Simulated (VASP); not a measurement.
# Cl2Sn in VASP: notebook

One molecule, Cl2Sn, is run at these levels: HSE06+D3(BJ), BLYP+D3(BJ); tasks: single point, relaxation of the atoms.

All numbers are computed with VASP 6.6.1; they aren't measurements. Logs are shortened: lines on timing, memory, paths and dates and some standing lists are left out, and cuts for length are marked.

**1. The molecule as given**

The cell holds a molecule in a box, 3 atoms: a = 11.000 Å, b = 13.000 Å, c = 11.000 Å, α = 90.00°, β = 90.00°, γ = 90.00°.

**2. Single point, HSE06+D3(BJ)**

POSCAR reads:

```
SnCl2
1.0
   11.0000000000      0.0000000000      0.0000000000
    0.0000000000     13.0000000000      0.0000000000
    0.0000000000      0.0000000000     11.0000000000
Cl Sn
2 1
Direct
    0.5898681800      0.6179692300      0.5553000000
    0.4514681800      0.3852615400      0.4508818200
    0.4124954500      0.5639846200      0.4523363600
```

INCAR.step1 reads:

```
PREC = Accurate ; ENCUT = 520
EDIFF = 1E-5 ; ISMEAR = 0
SIGMA = 0.01 ; LREAL = False
LASPH = True ; NELM = 80
ALGO = Normal ; ISIF = 2
LWAVE = True ; LCHARG = False
GGA = PE
```

INCAR.step2 reads:

```
PREC = Accurate ; ENCUT = 520
EDIFF = 1E-6 ; ISMEAR = 0
SIGMA = 0.01 ; LREAL = False
LASPH = True ; NELM = 80
ALGO = Normal ; ISIF = 2
LWAVE = False ; LCHARG = False
GGA = PE ; LHFCALC = True
HFSCREEN = 0.2 ; PRECFOCK = Fast
IVDW = 12 ; VDW_S6 = 1.0
VDW_S8 = 2.31 ; VDW_A1 = 0.383
VDW_A2 = 5.685 ; ISTART = 1
```

KPOINTS reads:

```
regular mesh
0
Gamma
  1 1 1
```

Potentials or basis: VASP PAW PBE potentials, release 64 (Cl, Sn_d).

The run is started by

```console
cat potpaw_PBE.64/Cl/POTCAR potpaw_PBE.64/Sn_d/POTCAR > POTCAR
cp INCAR.step1 INCAR
mpirun -np 1 vasp_gam > vasp.out
cp INCAR.step2 INCAR
mpirun -np 1 vasp_gam > vasp.out
```

OUTCAR:

```text
PREC = Accurate
   ENCUT = 520
   EDIFF = 1E-6
   ISMEAR = 0
   LREAL = False
   LASPH = True
   NELM = 80
   ISIF = 2
   GGA = PE
   LHFCALC = True
   HFSCREEN = 0.2
   PRECFOCK = Fast
   IVDW = 12
   ISTART = 1
 IVDW          = 12

 ion  position               nearest neighbor table
   1  0.590  0.618  0.555-   3 2.36
   2  0.451  0.385  0.451-   3 2.36
   3  0.412  0.564  0.452-   1 2.36   2 2.36

  LATTYP: Found a simple tetragonal cell.
 ALAT       =    11.0000000000
 C/A-ratio  =     1.1818181818

  Lattice vectors:

 A1 = ( -11.0000000000,   0.0000000000,   0.0000000000)
 A2 = (   0.0000000000,   0.0000000000,  11.0000000000)
 A3 = (   0.0000000000,  13.0000000000,   0.0000000000)

Analysis of symmetry for initial positions (statically):
=====================================================================
 Subroutine PRICEL returns:
 Original cell was already a primitive cell.

 Routine SETGRP: Setting up the symmetry group for a
 simple tetragonal supercell.

 Subroutine GETGRP returns: Found  1 space group operations
 (whereof  1 operations were pure point group operations)
 out of a pool of 16 trial point group operations.

The static configuration has the point symmetry C_1 .

Analysis of symmetry for dynamics (positions and initial velocities):
=====================================================================
 Subroutine PRICEL returns:
 Original cell was already a primitive cell.

 Routine SETGRP: Setting up the symmetry group for a
 simple tetragonal supercell.

 Subroutine GETGRP returns: Found  1 space group operations
 (whereof  1 operations were pure point group operations)
 out of a pool of 16 trial point group operations.

The dynamic configuration has the point symmetry C_1 .

 Subroutine INISYM returns: Found  1 space group operations
 (whereof  1 operations are pure point group operations),
 and found     1 'primitive' translations

----------------------------------------------------------------------------------------

                                     Primitive cell

  volume of cell :    1573.0000

  direct lattice vectors                    reciprocal lattice vectors
    11.000000000  0.000000000  0.000000000     0.090909091  0.000000000  0.000000000
[... 67 lines left out ...]
   NSW    =      0    number of steps for IOM
   IBRION =     -1    ionic relax: 0-MD 1-quasi-New 2-CG
   NFREE  =      0    steps in history (QN), initial steepest desc. (CG)
   ISIF   =      2    stress and relaxation
   ISYM   =      3    0-nonsym 1-usesym 2-fastsym
   POTIM  = 0.5000    time-step for ionic-motion
   TEBEG  =    0.0;   TEEND  =   0.0 temperature during run
   PSTRESS=    0.0 pullay stress
   NELECT =      28.0000    total number of electrons
   NUPDOWN=      -1.0000    fix difference up-down
   EMIN   =  10.00;   EMAX   =-10.00  energy-range for DOS
   EFERMI =   0.00;   METHOD = LEGACY
   ISMEAR =     0;   SIGMA  =   0.01  broadening in eV -4-tet -1-fermi 0-gaus
   EFERMI_NEDOS =   21; number of points for ismear=-14 and -15
   IALGO  =     38    algorithm
   IMIX   =      1    mixing-type and parameters
     AMIX     =   0.40;   BMIX     =  1.00
     AMIX_MAG =   1.60;   BMIX_MAG =  1.00
  volume/ion in A,a.u.               =     524.33      3538.38
  Fermi-wavevector in a.u.,A,eV,Ry     =   0.427449  0.807762  2.485960  0.182713
  Thomas-Fermi vector in A             =   1.394107
   LORBIT       =      0    0 simple, 1 ext, 2 COOP (PROOUT), +10 PAW based schemes
   GGA     = PE    functional components
   LHFCALC =     T    Hartree Fock is set to
   PRECFOCK=fast      Normal, Fast or Accurate (Low or Medium for compatibility)
   ENCUT4O =  -1.0   cutoff for four orbital integrals eV
   NKREDX  =     1    reduce k-point grid by
   NKREDY  =     1    reduce k-point grid by
   NKREDZ  =     1    reduce k-point grid by
   AEXX    =    0.2500 exact exchange contribution
   HFSCREEN=    0.2000 screening length (either q_TF or 0.3 A-1)
   HFSCREENC=   0.2000 screening length for correlation (either q_TF or 0.3 A-1)
   ENCUTFOCK=  -1.0 apply spherical cutoff to Coloumb kernel
   IVDW    =    12    specifies the selected vdW correction
   LEPSILON=     F    determine dielectric tensor
   LRPA    =     F    only Hartree local field effects (RPA)
 non-spin polarized calculation
 Gauss-broadening in eV      SIGMA  =   0.01
  energy-cutoff  :      520.00
  volume of cell :     1573.00
 maximum number of plane-waves:     21209
 NGX is ok and might be reduce to    84
  NGX = 42; NGY = 50; NGZ = 42

 number of electron      27.9999993 magnetization

 Free energy of the ion-electron system (eV)
  ---------------------------------------------------
  ext. energy  EPLUGINS =         0.00000000
  ---------------------------------------------------
  free energy    TOTEN  =       -12.06622513 eV

  energy without entropy =      -12.06622513  energy(sigma->0) =      -12.06622513

 E-fermi :  -7.1007     XC(G=0):  -0.8543

 val. band max:       -7.1962413214   @ k =   0.0000   0.0000   0.0000
 cond. band min:      -3.0346225778   @ k =   0.0000   0.0000   0.0000
 fundamental gap:      4.1616187436
 Fermi energy:        -7.1006715479

 k-point     1 :       0.0000    0.0000    0.0000
  band No.  band energies     occupation
      1     -29.0802      2.00000
      2     -28.9807      2.00000
      3     -28.9318      2.00000
      4     -28.9110      2.00000
      5     -28.7568      2.00000
      6     -21.8959      2.00000
[... 10 lines left out ...]
     17      -0.6597      0.00000
     18      -0.0675      0.00000

------------------------ aborting loop because EDIFF is reached ----------------------------------------

 Edisp (eV)   -0.08600

 E8    (eV) :    -0.0562

  FORCE on cell =-STRESS in cart. coord.  units (eV):
  Direction    XX          YY          ZZ          XY          YZ          ZX
  --------------------------------------------------------------------------------------
  -------------------------------------------------------------------------------------
  Total       0.03536     0.05683    -0.01236    -0.00778     0.00684     0.06844
  in kB       0.03602     0.05788    -0.01258    -0.00792     0.00696     0.06971
  external pressure =        0.03 kB  Pullay stress =        0.00 kB

 VOLUME and BASIS-vectors are now :
 -----------------------------------------------------------------------------
  energy-cutoff  :      520.00
  volume of cell :     1573.00
      direct lattice vectors                 reciprocal lattice vectors
    11.000000000  0.000000000  0.000000000     0.090909091  0.000000000  0.000000000
     0.000000000 13.000000000  0.000000000     0.000000000  0.076923077  0.000000000
     0.000000000  0.000000000 11.000000000     0.000000000  0.000000000  0.090909091

 POSITION                                       TOTAL-FORCE (eV/Angst)
 -----------------------------------------------------------------------------------
      6.48855      8.03360      6.10830         0.056238      0.005689      0.031901
      4.96615      5.00840      4.95970         0.018784     -0.037848      0.005881
      4.53745      7.33180      4.97570        -0.075022      0.032158     -0.037782
 -----------------------------------------------------------------------------------
    total drift:                                0.000716      0.000469     -0.000003

  FREE ENERGIE OF THE ION-ELECTRON SYSTEM (eV)
  ---------------------------------------------------
  free  energy   TOTEN  =       -12.1522201592 eV

  energy  without entropy=      -12.1522201592  energy(sigma->0) =      -12.15222016
```

OSZICAR.step1:

```text
N       E                     dE             d eps       ncg     rms          rms(c)
DAV:   1     0.234731066494E+03    0.23473E+03   -0.90422E+03    44   0.951E+02
DAV:   2     0.555153478974E+02   -0.17922E+03   -0.17810E+03    64   0.207E+02
DAV:   3    -0.526441261505E+01   -0.60780E+02   -0.60679E+02    46   0.970E+01
[... 12 lines left out ...]
DAV:  16    -0.970813931264E+01   -0.27931E-03   -0.25368E-05    36   0.238E-02    0.822E-03
DAV:  17    -0.970843964014E+01   -0.30033E-03   -0.29443E-05    36   0.209E-02    0.437E-03
DAV:  18    -0.970850373795E+01   -0.64098E-04   -0.34923E-06    36   0.743E-03    0.450E-03
DAV:  19    -0.970856855670E+01   -0.64819E-04   -0.61501E-06    36   0.773E-03    0.895E-04
DAV:  20    -0.970857597456E+01   -0.74179E-05   -0.32431E-07    36   0.280E-03
   1 F= -.97085760E+01 E0= -.97085760E+01  d E =-.487834E-18
```

It took 11 min on 1 thread of Intel Xeon Platinum 8375C at 2.90GHz (Ice Lake), shared host; peak memory 1.2 GiB.

What came out:

* Free energy: -12.1522 eV
* Largest force: 0.090 eV/Å
* Gap between the frontier levels: 4.16 eV
* Dispersion energy per atom: -0.029 eV

Forces in eV/Å, atoms in the order of the input:
```
Cl   0.056  0.006  0.032
Cl   0.019 -0.038  0.006
Sn  -0.075  0.032 -0.038
```

Caveat: the PAW data sets were made with another functional, which shifts forces and pressure a little; spin-orbit coupling is left out, which moves the levels of the heavy elements.

**3. Relaxation of the atoms, BLYP+D3(BJ)**

INCAR reads:

```
  PREC = Accurate
  ENCUT = 520
  EDIFF = 1E-6
  ISMEAR = 0
  SIGMA = 0.01
  LREAL = F
  LASPH = T
  NELM = 100
  ALGO = Normal
  ISIF = 2
  LWAVE = F
  LCHARG = F
  GGA = B5
  ALDAX = 1.0
  AGGAX = 1.0
  AGGAC = 1.0
  ALDAC = 0.0
  IVDW = 12
  VDW_S6 = 1.0
  VDW_S8 = 2.6996
  VDW_A1 = 0.4298
  VDW_A2 = 4.2359
  IBRION = 2
  NSW = 60
  EDIFFG = -0.01
```

KPOINTS is that of step 2.

POSCAR reads:

```
SnCl2
1.0
   11.0000000000      0.0000000000      0.0000000000
    0.0000000000     13.0000000000      0.0000000000
    0.0000000000      0.0000000000     11.0000000000
Cl Sn
2 1
Cartesian
    6.4885499800      8.0335999900      6.1083000000
    4.9661499800      5.0084000200      4.9597000200
    4.5374499500      7.3318000600      4.9756999600
```

Potentials or basis: VASP PAW PBE potentials, release 64 (Cl, Sn_d).

The run is started by

```console
cat potpaw_PBE.64/Cl/POTCAR potpaw_PBE.64/Sn_d/POTCAR > POTCAR
mpirun -np 1 vasp_gam > vasp.out
```

Run time: 32 min. Hardware: 1 thread of Intel Xeon Platinum 8375C at 2.90GHz (Ice Lake), shared host; peak memory 1.3 GiB.

Results (log left out):

```yaml
Free_energy: -9.3389 eV
Energy_gained_by_relaxing: 12.8 meV/atom
Ionic_steps: 9
Gap_between_the_frontier_levels: 3.05 eV
Dispersion_energy_per_atom: -0.075 eV
```

The path:
| step | energy change (eV) | largest force (eV/Å) | pressure (GPa) |
| --- | --- | --- | --- |
| 1 | 0.0000 | 0.8898 | 0.10 |
| 2 | -0.0360 | 0.1444 | -0.02 |
| 3 | -0.0365 | 0.0582 | -0.01 |
| 4 | -0.0365 | 0.0585 | -0.01 |
| 5 | -0.0369 | 0.0537 | -0.01 |
| 6 | -0.0377 | 0.0420 | -0.01 |
| 7 | -0.0384 | 0.0401 | -0.01 |
| 8 | -0.0383 | 0.0620 | -0.01 |
| 9 | -0.0385 | 0.0016 | -0.01 |

Final structure:
```
CELL_PARAMETERS angstrom
11.00000 0.00000 0.00000
0.00000 13.00000 0.00000
0.00000 0.00000 11.00000
ATOMIC_POSITIONS crystal
Cl 0.59255 0.62087 0.55716
Cl 0.45018 0.38162 0.44970
Sn 0.41111 0.56473 0.45166
```

Levels at points of the mesh, in eV from the valence-band top:
| k point | band 12 | band 13 | band 14 | band 15 | band 16 | band 17 |
| --- | --- | --- | --- | --- | --- | --- |
| (0.00, 0.00, 0.00) | -0.54 | -0.27 | 0.00 | 3.05 | 5.20 | 5.22 |

Caveat: the PAW data sets were made with another functional, which shifts forces and pressure a little; spin-orbit coupling is left out, which moves the levels of the heavy elements.
